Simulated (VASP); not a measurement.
Given:

```
CELL_PARAMETERS angstrom
      0.00000     1.95324     1.95324
      1.95324     0.00000     1.95324
      1.95324     1.95324     0.00000
ATOMIC_POSITIONS crystal
  Pt 0.00000 0.00000 0.00000
```

Calculation: PBE GGA, VASP's PBE PAW potentials (set 64) (plane waves; VASP). Settings: 480 eV cut-off, 14×14×14 Γ-centred mesh, first-order Methfessel-Paxton smearing of 0.10 eV, potentials Pt.

Task: Give the stress tensor in GPa (positive for a compressed cell).

Result: 
```
12.98   0.00   0.00
 0.00  12.98   0.00
 0.00   0.00  12.98
```
The pressure is its mean diagonal, 12.98 GPa.

The compound is Pt in the fcc structure. This cell was strained or had an atom moved on purpose.
